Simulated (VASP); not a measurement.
# TlSbS3 (Immm) in VASP: density of states with PBE

Aim: the density of states of TlSbS3 with PBE.

Program: VASP 6.6.1. These are calculated values, not measurements. Logs are shortened: lines on timing, memory, paths and dates and some standing lists are left out, and cuts for length are marked.

### Step 1. Starting point

It takes space group Immm (No. 71, orthorhombic). Conventional cell: a = 7.066 Å, b = 8.132 Å, c = 9.246 Å, α = 90.00°, β = 90.00°, γ = 90.00°. S (site symmetry m2m) is surrounded by 2 Sb at 2.19 Å. S (site symmetry m) is surrounded by 1 Sb at 2.02 Å. Sb (site symmetry mm2) is surrounded by 4 S at 2.02 to 2.19 Å. Around Tl (site symmetry m2m) lie 10 S at 3.43 to 3.68 Å and 2 Sb at 3.79 Å and 1 Tl at 3.82 Å.

The cell was built by a generator and needn't be a form met in nature.

### Step 2. Density of states, PBE

POSCAR

```
TlSbS3
1.0
    0.0000000000      7.0656300000      0.0000000000
    4.0659150000     -3.5328150000      4.6231080000
    4.0659150000      3.5328150000     -4.6231080000
S Sb Tl
6 2 2
Direct
    0.5000000000      0.3051000000      0.3051000000
    0.5000000000      0.6949000000      0.6949000000
    0.4647000000      0.2220000000      0.7780000000
    0.9793000000      0.2220000000      0.7780000000
    0.5353000000      0.7780000000      0.2220000000
    0.0207000000      0.7780000000      0.2220000000
    0.3372000000      0.3372000000      0.6628000000
    0.6628000000      0.6628000000      0.3372000000
    0.0000000000      0.7351000000      0.7351000000
    0.0000000000      0.2649000000      0.2649000000
```

INCAR.step1

```
  PREC = Accurate
  ENCUT = 520
  EDIFF = 1E-7
  ISMEAR = 0
  SIGMA = 0.0171
  LREAL = False
  LASPH = True
  NELM = 100
  ALGO = Normal
  ISIF = 2
  LWAVE = False
  LCHARG = True
  GGA = PE
  NBANDS = 47
```

KPOINTS.step1

```
regular mesh
0
Gamma
  5 5 5
```

INCAR.step2

```
  PREC = Accurate
  ENCUT = 520
  EDIFF = 1E-7
  ISMEAR = -5
  SIGMA = 0.0171
  LREAL = False
  LASPH = True
  NELM = 100
  ALGO = Normal
  ISIF = 2
  LWAVE = False
  LCHARG = False
  GGA = PE
  LORBIT = 11
  NEDOS = 1001
  ICHARG = 11
```

KPOINTS.step2

```
regular mesh
0
Gamma
  8 8 8
```

Potentials or basis: VASP PAW PBE potentials, release 64 (S, Sb, Tl_d).

Started as:

```bash
$ cat potpaw_PBE.64/S/POTCAR potpaw_PBE.64/Sb/POTCAR potpaw_PBE.64/Tl_d/POTCAR > POTCAR
$ cp INCAR.step1 INCAR
$ cp KPOINTS.step1 KPOINTS
$ mpirun -np 1 vasp_std > vasp.out
$ cp INCAR.step2 INCAR
$ cp KPOINTS.step2 KPOINTS
$ mpirun -np 1 vasp_std > vasp.out
```

OUTCAR:

```text
PREC = Accurate
   ENCUT = 520
   EDIFF = 1E-7
   ISMEAR = -5
   LREAL = False
   LASPH = True
   NELM = 100
   ISIF = 2
   GGA = PE
   LORBIT = 11
   ICHARG = 11

 ion  position               nearest neighbor table
   1  0.500  0.305  0.305-   7 2.19   8 2.19
   2  0.500  0.695  0.695-   7 2.19   8 2.19
   3  0.465  0.222  0.778-   7 2.02   9 3.43  10 3.43
   4  0.979  0.222  0.778-   7 2.02   9 3.43  10 3.43
   5  0.535  0.778  0.222-   8 2.02   9 3.43  10 3.43
   6  0.021  0.778  0.222-   8 2.02   9 3.43  10 3.43
   7  0.337  0.337  0.663-   3 2.02   4 2.02   1 2.19   2 2.19   8 3.01  10 3.79   9 3.79
   8  0.663  0.663  0.337-   5 2.02   6 2.02   1 2.19   2 2.19   7 3.01  10 3.79   9 3.79
   9  0.000  0.735  0.735-   3 3.43   4 3.43   5 3.43   6 3.43   7 3.79   8 3.79  10 3.82
  10  0.000  0.265  0.265-   3 3.43   4 3.43   5 3.43   6 3.43   7 3.79   8 3.79   9 3.82

  LATTYP: Found a body centered orthorhombic cell.
 ALAT       =     7.0656300000
 B/A-ratio  =     1.1508994952
 C/A-ratio  =     1.3086187644

  Lattice vectors:

 A1 = (   4.0659150000,   3.5328150000,   4.6231080000)
 A2 = (  -4.0659150000,  -3.5328150000,   4.6231080000)
 A3 = (   4.0659150000,  -3.5328150000,  -4.6231080000)

Analysis of symmetry for initial positions (statically):
=====================================================================
 Subroutine PRICEL returns:
 Original cell was already a primitive cell.

 Routine SETGRP: Setting up the symmetry group for a
 body centered orthorhombic supercell.

 Subroutine GETGRP returns: Found  8 space group operations
 (whereof  8 operations were pure point group operations)
 out of a pool of  8 trial point group operations.

The static configuration has the point symmetry D_2h.

Analysis of symmetry for dynamics (positions and initial velocities):
=====================================================================
 Subroutine PRICEL returns:
 Original cell was already a primitive cell.

 Routine SETGRP: Setting up the symmetry group for a
 body centered orthorhombic supercell.

 Subroutine GETGRP returns: Found  8 space group operations
 (whereof  8 operations were pure point group operations)
 out of a pool of  8 trial point group operations.

The dynamic configuration has the point symmetry D_2h.

 Subroutine INISYM returns: Found  8 space group operations
 (whereof  8 operations are pure point group operations),
 and found     1 'primitive' translations

----------------------------------------------------------------------------------------

                                     Primitive cell

  volume of cell :     265.6276

  direct lattice vectors                    reciprocal lattice vectors
     0.000000000  7.065630000  0.000000000     0.000000000  0.141530196  0.108152351
     4.065915000 -3.532815000  4.623108000     0.122973550  0.000000000  0.108152351
     4.065915000  3.532815000 -4.623108000     0.122973550  0.000000000 -0.108152351

  length of vectors
     7.065630000  7.098279664  7.098279664     0.178122788  0.163766373  0.163766373

  position of ions in fractional coordinates (direct lattice)
     0.500000000  0.305100000  0.305100000
     0.500000000  0.694900000  0.694900000
     0.464700000  0.222000000  0.778000000
     0.979300000  0.222000000  0.778000000
     0.535300000  0.778000000  0.222000000
     0.020700000  0.778000000  0.222000000
     0.337200000  0.337200000  0.662800000
     0.662800000  0.662800000  0.337200000
     0.000000000  0.735100000  0.735100000
     0.000000000  0.264900000  0.264900000

  ion indices of the primitive-cell ions
   primitive index   ion index
                 1           1
                 2           2
                 3           3
                 4           4
                 5           5
                 6           6
                 7           7
                 8           8
                 9           9
                10          10

----------------------------------------------------------------------------------------

 KPOINTS: regular mesh

Automatic generation of k-mesh.
 Grid dimensions read from file:
 generate k-points for:    8    8    8

 Generating k-lattice:

  Cartesian coordinates                     Fractional coordinates (reciprocal lattice)
     0.000000000  0.017691275  0.013519044     0.125000000  0.000000000  0.000000000
     0.015371694  0.000000000  0.013519044     0.000000000  0.125000000  0.000000000
     0.015371694  0.000000000 -0.013519044     0.000000000  0.000000000  0.125000000

  Length of vectors
     0.022265348  0.020470797  0.020470797

  Shift w.r.t. Gamma in fractional coordinates (k-lattice)
     0.000000000  0.000000000  0.000000000

 TETIRR: Found    413 inequivalent tetrahedra from     3072

 Subroutine IBZKPT returns following result:
 ===========================================

 Found     95 irreducible k-points:

 Following reciprocal coordinates:
            Coordinates               Weight
  0.000000  0.000000  0.000000      1.000000
  0.125000  0.000000  0.000000      4.000000
  0.250000  0.000000  0.000000      4.000000
  0.375000 -0.000000  0.000000      4.000000
  0.500000  0.000000  0.000000      2.000000
  0.000000  0.125000  0.000000      4.000000
[... 16 lines left out ...]
  0.125000  0.375000  0.000000      8.000000
  0.250000  0.375000  0.000000      8.000000
 [... further k-points ...]
   k-points           NKPTS =     95   k-points in BZ     NKDIM =     95   number of bands    NBANDS=     43
   number of dos      NEDOS =   1001   number of ions     NIONS =     10
   total plane-waves  NPLWV = 157464
   dimension x,y,z NGX =    54 NGY =   54 NGZ =   54
   dimension x,y,z NGXF=   108 NGYF=  108 NGZF=  108
   ions per type =               6   2   2
   NGX,Y,Z   is equivalent  to a cutoff of  12.71, 12.65, 12.65 a.u.
   NGXF,Y,Z  is equivalent  to a cutoff of  25.41, 25.29, 25.29 a.u.
 SYSTEM =  unknown system
   PREC   = accura    normal or accurate (medium, high low for compatibility)
   ISTART =      0    job   : 0-new  1-cont  2-samecut
   ICHARG =     11    charge: 1-file 2-atom 10-const
   ISPIN  =      1    spin polarized calculation?
   LNONCOLLINEAR =      F non collinear calculations
   LSORBIT =      F    spin-orbit coupling
   LASPH  =      T    aspherical Exc in radial PAW
   ENCUT  =  520.0 eV  38.22 Ry    6.18 a.u.  13.14 13.20 13.20*2*pi/ulx,y,z
   NELM   =    100;   NELMIN=  2; NELMDL=  0     # of ELM steps
   EDIFF  = 0.1E-06   stopping-criterion for ELM
   LREAL  =      F    real-space projection
   EDIFFG = 0.1E-05   stopping-criterion for IOM
   NSW    =      0    number of steps for IOM
   IBRION =     -1    ionic relax: 0-MD 1-quasi-New 2-CG
   NFREE  =      0    steps in history (QN), initial steepest desc. (CG)
   ISIF   =      2    stress and relaxation
   ISYM   =      2    0-nonsym 1-usesym 2-fastsym
   POTIM  = 0.5000    time-step for ionic-motion
   TEBEG  =    0.0;   TEEND  =   0.0 temperature during run
   PSTRESS=    0.0 pullay stress
   NELECT =      72.0000    total number of electrons
   NUPDOWN=      -1.0000    fix difference up-down
   EMIN   =  10.00;   EMAX   =-10.00  energy-range for DOS
   EFERMI =   0.00;   METHOD = LEGACY
   ISMEAR =    -5;   SIGMA  =   0.02  broadening in eV -4-tet -1-fermi 0-gaus
   EFERMI_NEDOS =   21; number of points for ismear=-14 and -15
   IALGO  =     38    algorithm
   IMIX   =      4    mixing-type and parameters
     AMIX     =   0.40;   BMIX     =  1.00
     AMIX_MAG =   1.60;   BMIX_MAG =  1.00
  volume/ion in A,a.u.               =      26.56       179.25
  Fermi-wavevector in a.u.,A,eV,Ry     =   1.059484  2.002135 15.272639  1.122507
  Thomas-Fermi vector in A             =   2.194832
   LORBIT       =     11    0 simple, 1 ext, 2 COOP (PROOUT), +10 PAW based schemes
   GGA     = PE    functional components
   LHFCALC =     F    Hartree Fock is set to
   AEXX    =    0.0000 exact exchange contribution
   IVDW    =     0    specifies the selected vdW correction
   LEPSILON=     F    determine dielectric tensor
   LRPA    =     F    only Hartree local field effects (RPA)
 non-spin polarized calculation
 Fermi weights with tetrahedron method with Bloechl corrections
  energy-cutoff  :      520.00
  volume of cell :      265.63
 maximum number of plane-waves:      7174
 NGX is ok and might be reduce to    54

 number of electron      71.9999995 magnetization

 Free energy of the ion-electron system (eV)
  ---------------------------------------------------
  ext. energy  EPLUGINS =         0.00000000
  ---------------------------------------------------
  free energy    TOTEN  =       -31.74088047 eV

  energy without entropy =      -31.74088047  energy(sigma->0) =      -31.74088047

 E-fermi :   3.3219     XC(G=0):  -8.8724

 val. band max:        3.3161756010   @ k =   0.0000  -0.1250   0.1250
 cond. band min:       5.5028039184   @ k =   0.0000   0.5000   0.5000
 fundamental gap:      2.1866283175
 Fermi energy:         3.3218796981

 k-point     1 :       0.0000    0.0000    0.0000
  band No.  band energies     occupation
      1     -12.6389      2.00000
      2     -10.5373      2.00000
      3      -9.3370      2.00000
      4      -9.0252      2.00000
      5      -8.3585      2.00000
      6      -8.3453      2.00000
[... 35 lines left out ...]
     42       8.5756      0.00000
     43       8.6309      0.00000

 k-point     2 :       0.1250    0.0000    0.0000
  band No.  band energies     occupation
      1     -12.6326      2.00000
      2     -10.5441      2.00000
      3      -9.3373      2.00000
      4      -9.0204      2.00000
      5      -8.3741      2.00000
      6      -8.3545      2.00000
[... 35 lines left out ...]
     42       8.4041      0.00000
     43       8.7369      0.00000

 k-point     3 :       0.2500    0.0000    0.0000
  band No.  band energies     occupation
      1     -12.6173      2.00000
      2     -10.5609      2.00000
      3      -9.3381      2.00000
      4      -9.0082      2.00000
      5      -8.4080      2.00000
      6      -8.3802      2.00000
[... 35 lines left out ...]
     42       8.1438      0.00000
     43       8.3012      0.00000

 k-point     4 :       0.3750   -0.0000    0.0000
  band No.  band energies     occupation
      1     -12.6017      2.00000
      2     -10.5782      2.00000
      3      -9.3388      2.00000
      4      -8.9951      2.00000
      5      -8.4414      2.00000
      6      -8.4062      2.00000
[... 863 lines left out ...]
     42       8.2194      0.00000
     43       8.5141      0.00000

 k-point    23 :       0.1250    0.3750    0.0000
  band No.  band energies     occupation
      1     -12.5991      2.00000
      2     -10.6101      2.00000
      3      -9.3498      2.00000
      4      -9.0270      2.00000
      5      -8.3881      2.00000
      6      -8.3252      2.00000
[... 35 lines left out ...]
     42       8.1717      0.00000
     43       8.4799      0.00000

 k-point    24 :       0.2500    0.3750    0.0000
  band No.  band energies     occupation
      1     -12.5937      2.00000
      2     -10.6014      2.00000
      3      -9.3563      2.00000
      4      -9.0184      2.00000
      5      -8.4291      2.00000
      6      -8.3424      2.00000
[... 35 lines left out ...]
     42       8.1726      0.00000
     43       8.3307      0.00000

 [... further k-points ...]

------------------------ aborting loop because EDIFF is reached ----------------------------------------

  FORCE on cell =-STRESS in cart. coord.  units (eV):
  Direction    XX          YY          ZZ          XY          YZ          ZX
  --------------------------------------------------------------------------------------
  -------------------------------------------------------------------------------------
  Total       24.8629021     55.8824529     46.5555134      0.0000000      0.0000000      0.0000000
  in kB      149.9647479    337.0643505    280.8073564      0.0000000      0.0000000      0.0000000
  external PRESSURE =     255.9454849 kB  Pullay stress =       0.0000000 kB

 VOLUME and BASIS-vectors are now :
 -----------------------------------------------------------------------------
  energy-cutoff  :      520.00
  volume of cell :      265.63
      direct lattice vectors                 reciprocal lattice vectors
     0.000000000  7.065630000  0.000000000     0.000000000  0.141530196  0.108152351
     4.065915000 -3.532815000  4.623108000     0.122973550  0.000000000  0.108152351
     4.065915000  3.532815000 -4.623108000     0.122973550  0.000000000 -0.108152351

 POSITION                                       TOTAL-FORCE (eV/Angst)
 -----------------------------------------------------------------------------------
      2.48102      3.53282      0.00000        -7.451312      0.000000      0.000000
      5.65081      3.53281      0.00000         7.451312      0.000000      0.000000
      4.06592      5.24764     -2.57045         0.000000      7.881065     -4.868326
      4.06592      8.88362     -2.57045         0.000000     -7.881065     -4.868326
      4.06592      1.81799      2.57045         0.000000     -7.881065      4.868326
      4.06592     -1.81799      2.57045         0.000000      7.881065      4.868326
      4.06592      3.53281     -1.50528         0.000000     -0.000000      1.775959
      4.06592      3.53281      1.50528         0.000000      0.000000     -1.775959
      5.97771      0.00000      0.00000         0.102137      0.000000      0.000000
      2.15412      0.00000      0.00000        -0.102137      0.000000      0.000000
 -----------------------------------------------------------------------------------
    total drift:                               -0.000000     -0.000000      0.000000

  FREE ENERGIE OF THE ION-ELECTRON SYSTEM (eV)
  ---------------------------------------------------
  free  energy   TOTEN  =       -31.7408804742 eV

  energy  without entropy=      -31.7408804742  energy(sigma->0) =      -31.74088047

 total charge

# of ion       s       p       d       tot
------------------------------------------
    1        1.368   2.522   0.000   3.891
    2        1.368   2.522   0.000   3.891
    3        1.361   2.486   0.000   3.847
    4        1.361   2.486   0.000   3.847
    5        1.361   2.486   0.000   3.847
    6        1.361   2.486   0.000   3.847
    7        1.071   1.545   0.297   2.913
    8        1.071   1.545   0.297   2.913
    9        1.301   0.126   9.666  11.093
   10        1.301   0.126   9.666  11.093
--------------------------------------------------
tot         12.927  18.330  19.927  51.183
```

Wall time 10 min (1 thread of Intel Xeon 6975P-C (Granite Rapids), shared host); peak memory 1 GiB.

What came out:

* Valence electrons inside the program's atomic spheres: S 3.89, 3.85; Sb 2.91; Tl 11.09

States per cell in windows of 1 eV (zero at the valence-band top; states under -8 eV left out):
| from (eV) | total | S3_p | S4_p | S5_p | S6_p | S1_p | S2_p |
| --- | --- | --- | --- | --- | --- | --- | --- |
| -8.0 | 2.06 | 0.02 | 0.02 | 0.02 | 0.02 | 0.12 | 0.12 |
| -7.0 | 1.84 | 0.03 | 0.03 | 0.03 | 0.03 | 0.12 | 0.12 |
| -6.0 | 2.56 | 0.04 | 0.04 | 0.04 | 0.04 | 0.28 | 0.28 |
| -5.0 | 5.60 | 0.16 | 0.16 | 0.16 | 0.16 | 0.23 | 0.23 |
| -4.0 | 5.03 | 0.28 | 0.28 | 0.28 | 0.28 | 0.22 | 0.22 |
| -3.0 | 3.56 | 0.17 | 0.17 | 0.17 | 0.17 | 0.34 | 0.34 |
| -2.0 | 7.29 | 0.49 | 0.49 | 0.49 | 0.49 | 0.62 | 0.62 |
| -1.0 | 12.22 | 1.24 | 1.24 | 1.24 | 1.24 | 0.54 | 0.54 |
| 0.0 | 0.00 | 0.00 | 0.00 | 0.00 | 0.00 | 0.00 | 0.00 |
| 1.0 | 0.00 | 0.00 | 0.00 | 0.00 | 0.00 | 0.00 | 0.00 |
| 2.0 | 0.52 | 0.01 | 0.01 | 0.01 | 0.01 | 0.00 | 0.00 |
| 3.0 | 5.82 | 0.11 | 0.11 | 0.11 | 0.11 | 0.11 | 0.11 |
| 4.0 | 6.57 | 0.16 | 0.16 | 0.16 | 0.16 | 0.11 | 0.11 |
| 5.0 | 1.16 | 0.02 | 0.02 | 0.02 | 0.02 | 0.02 | 0.02 |
